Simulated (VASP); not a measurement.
Given:

```xyz
4
Lattice="2.0043 -3.4716 0.0000 2.0043 3.4716 0.0000 0.0000 0.0000 5.2326" Properties=species:S:1:pos:R:3 pbc="T T T"
Ni     0.0000     0.0000     2.6163
Ni     0.0000     0.0000     0.0000
Sb     2.0043     1.1572     1.3081
Sb     2.0043    -1.1572     3.9244
```

All values below come from PBE GGA, VASP's PBE PAW potentials (set 64) (plane waves; VASP 6.6.1). Settings: 400 eV cut-off, 10×10×8 Γ-centred mesh, first-order Methfessel-Paxton smearing of 0.10 eV, potentials Ni Sb.

### Question
Give the stress tensor in GPa (positive for a compressed cell).

### Answer

```
-3.47   0.00   0.00
 0.00  -3.47   0.00
 0.00   0.00  -3.59
```
The pressure is its mean diagonal, -3.51 GPa.

The compound is NiSb in the NiAs type structure. The cell was not relaxed at this level. The run is one of a series of settings (KPOINTS 10×10×8 Γ-centred mesh against the base run), some of them coarse on purpose. The run is not spin-polarised, so no magnetic state was tried.
